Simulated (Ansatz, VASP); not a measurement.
## One calculation of SnCl, two programs

```
Sn Cl
1.0
     3.56614    0.00000    0.00000
    -1.78307    3.08837    0.00000
     0.00000    0.00000   10.25956
Sn Cl
2 2
Direct
  0.66667 0.33333 0.82051
  0.33333 0.66667 0.32051
  0.66667 0.33333 0.55449
  0.33333 0.66667 0.05449
```

Change from the starting cell: volume scaled by 1.06.

Alike in both runs: task single point; functional PBE; k mesh 9 × 9 × 3; occupations fermi-dirac, width 0.05 eV; no spin polarisation.

```csv
,VASP,Ansatz
version,VASP 6.6.1,Ansatz 0.2.0
potentials or method,"VASP PAW PBE potentials, release 64 (Sn_d, Cl)",Ansatz PAW
plane-wave cutoff (eV),520,420
valence electrons in the cell,42,42
```

|  | VASP | Ansatz | Ansatz less VASP |
| --- | --- | --- | --- |
| gap on the k mesh at the Fermi level (eV) | none | none | - |
| pressure (GPa) | -2.2 | -2.2 | +0.06 |
| largest component of the traceless stress (GPa) | 1.51 | 1.52 | +0.009 |
| rms of the force components (eV/Å) | 0.079 | 0.078 | -0.0017 |

Atom by atom the forces differ by 0.002 eV/Å (rms over components). A gap of «none» marks a metal or a gap that the smearing closes.
